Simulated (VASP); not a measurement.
An input for Ansatz (written as the equivalent of a VASP run, and not itself run):

Ansatz 0.2 input:
```yaml
crystal:
  lattice:
    - [4.3879842, 0.0000000, 0.0000000]
    - [-2.1939921, 3.8001054, 0.0000000]
    - [0.0000000, 0.0000000, 7.1902335]
  atoms:
    - { symbol: Cd, position: [0.6666670, 0.3333330, 0.4730041] }
    - { symbol: Cd, position: [0.0000000, 1.0000000, 0.0247208] }
    - { symbol: Te, position: [1.0000000, 0.0000000, 0.6305364] }
    - { symbol: S, position: [0.6666670, 0.3333330, 0.1197387] }
kpoints:
  mp_grid: { grid: [5, 5, 3] }
hamiltonian:
  xc: r2scan
  pseudopotentials: { kind: paw }
scf:
  occupations: { method: gaussian, width: 0.05 }
  max_iter: 100
relax:
  max_steps: 60
  f_tol: 0.02
  cell: {}
output: { forces: true, stress: true, eigenvalues: true }
```

### Question
Write the VASP files for the same calculation (r2SCAN).

### Answer
This is not unique; one that fits is 
KPOINTS:
```
Automatic mesh
0
Gamma
5 5 3
0 0 0
```

File POSCAR:
```
Cd2TeS
1
    4.3879841593    -0.0000000000     0.0000000000
   -2.1939920797     3.8001053980     0.0000000000
    0.0000000000    -0.0000000000     7.1902335079
Cd Te S
2 1 1
Direct
  0.6666670000   0.3333330000   0.4730041177
  0.0000000000   1.0000000000   0.0247208156
  1.0000000000   0.0000000000   0.6305363796
  0.6666670000   0.3333330000   0.1197386871
```

### INCAR
```
! general
SYSTEM  = Cd2TeS
PREC    = Accurate
ENCUT   = 400
LREAL   = .FALSE.
LASPH   = .TRUE.

! electronic loop
EDIFF   = 1E-6
NELM    = 100
ALGO    = Normal
LMAXMIX = 4
LMIXTAU = .TRUE.

! smearing
ISMEAR  = 0
SIGMA   = 0.05

! functional
METAGGA = R2SCAN

! ions
IBRION  = 2
NSW     = 60
ISIF    = 3
EDIFFG  = -0.02

! output
LWAVE   = .FALSE.
LCHARG  = .FALSE.
```

POTCAR, in this order: Cd Te S (PBE.64 set). Program: vasp_std.

Limits of the translation: each code has its own PAW files, so the cut-off isn't converted (ENCUT is set for VASP's; basis.ecutwfc is left out, and Ansatz then takes the one that its files recommend); Ansatz stops its SCF on the density residual and VASP on the energy change (EDIFF).

The structure comes from a computed database's Cd2TeS entry (P3m1); how it stands against other phases isn't given here. It was relaxed first. The start is the result of an earlier pass.
